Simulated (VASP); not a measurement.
Wanted: the native input for a VASP 6.6.1 run.

- Task: relaxation of cell and atoms
- Functional: r2SCAN
- Potentials or basis: VASP PAW PBE potentials, release 64 (Bi_d)
- Cutoff: 600 eV
- k mesh: 10 × 10 × 10
- Occupations: methfessel-paxton, width 0.1 eV
- Spin: no spin polarisation
- Further INCAR settings: ALGO = Normal; EDIFF = 1e-06; IBRION = 2; EDIFFG = -0.01; NSW = 90; ISIF = 3

The structure of Bi lies in POSCAR:

```
Bi
1.0
    2.2675000000      1.3091417354      3.9380000000
   -2.2675000000      1.3091417354      3.9380000000
    0.0000000000     -2.6182834708      3.9380000000
Bi
2
Direct
    0.2340000000      0.2340000000      0.2340000000
    0.7660000000      0.7660000000      0.7660000000
```

The input as run:

INCAR

```
SYSTEM = Bi
ALGO = Normal ; EDIFF = 1E-6
EDIFFG = -0.01 ; ENCUT = 600
IBRION = 2 ; ISIF = 3
ISMEAR = 1 ; LASPH = .TRUE.
LCHARG = .FALSE. ; LMIXTAU = .TRUE.
LREAL = .FALSE. ; LWAVE = .FALSE.
METAGGA = R2SCAN ; NELM = 80
NSW = 90 ; PREC = Accurate
SIGMA = 0.1
```

KPOINTS

```
k-points
0
G
  10 10 10
  0 0 0
```

Potentials or basis: VASP PAW PBE potentials, release 64 (Bi_d).

The run is started by

```sh
$ cat potpaw_PBE.64/Bi_d/POTCAR > POTCAR
$ mpirun -np 1 vasp_std > vasp.out
```

It gave:

```
Relaxed volume                         : 36.67 Å³/atom
Relaxed cell                           : a = 4.877 Å, b = 4.877 Å, c = 4.877 Å, α = 55.44°, β = 55.44°, γ = 55.44°
Space group after relaxing (to 0.05 Å) : R-3m (No. 166)
Energy gained by relaxing              : 6.7 meV/atom
Ionic steps                            : 10
Pressure after relaxing                : 0.0 GPa
Largest force after relaxing           : 0.006 eV/Å
Band gap on the k mesh                 : none (metal or under the smearing width)
```

Caveat: the PAW data sets were made with another functional, which shifts forces and pressure a little; spin-orbit coupling is left out, which moves the levels of the heavy elements.

Run time: 62 min on 1 thread of Intel(R) Xeon(R) Platinum 8488C (Sapphire Rapids), with other jobs on the host, peak memory 0.37 GiB.
